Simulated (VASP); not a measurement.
A convergence study with VASP on Nb (space group Im-3m): a few settings are varied, all else stays as given below, so the limit is that of these other settings.

```
Nb
1.0
   -1.65825     1.65825     1.65825
    1.65825    -1.65825     1.65825
    1.65825     1.65825    -1.65825
Nb
1
Direct
  0.00000   0.00000   0.00000
```

Calculation: PBE GGA, VASP's PBE PAW potentials (set 64) (plane waves; VASP). The last row used: 300 eV cut-off, 22×22×22 Γ-centred mesh shifted by (0.5, 0.5, 0.5), Fermi-Dirac smearing of 0.10 eV, potentials Nb_sv.

```csv
setting,E (eV/atom),pressure (GPa),irreducible k-points
2×2×2 mesh,-7.9575,29.79,2
3×3×3 mesh,-9.7851,11.79,4
4×4×4 mesh,-10.3187,-4.89,6
5×5×5 mesh,-10.2484,-4.25,10
6×6×6 mesh,[?],[?],14
7×7×7 mesh,-10.1873,-1.73,20
8×8×8 mesh,-10.1710,-2.20,26
9×9×9 mesh,-10.2011,-2.00,35
10×10×10 mesh,-10.2196,-2.46,44
11×11×11 mesh,-10.2063,-2.39,56
12×12×12 mesh,[?],[?],68
13×13×13 mesh,-10.1994,-1.93,84
15×15×15 mesh,-10.2022,-2.29,120
16×16×16 mesh,-10.2017,-2.01,140
18×18×18 mesh,-10.2013,-2.21,190
20×20×20 mesh,-10.2026,-2.12,250
22×22×22 mesh,-10.2015,-2.16,322
```

Complete the blanks.

- 12×12×12 mesh, E (eV/atom): -10.1925
- 12×12×12 mesh, pressure (GPa): -1.83
- 6×6×6 mesh, E (eV/atom): -10.2421
- 6×6×6 mesh, pressure (GPa): -1.33

Left out are rungs that failed or repeat a setting and relaxations that didn't move; long series are thinned to 24 rows.

The structure is a typed Nb crystal (space group no. 229). The cell was not relaxed at this level.
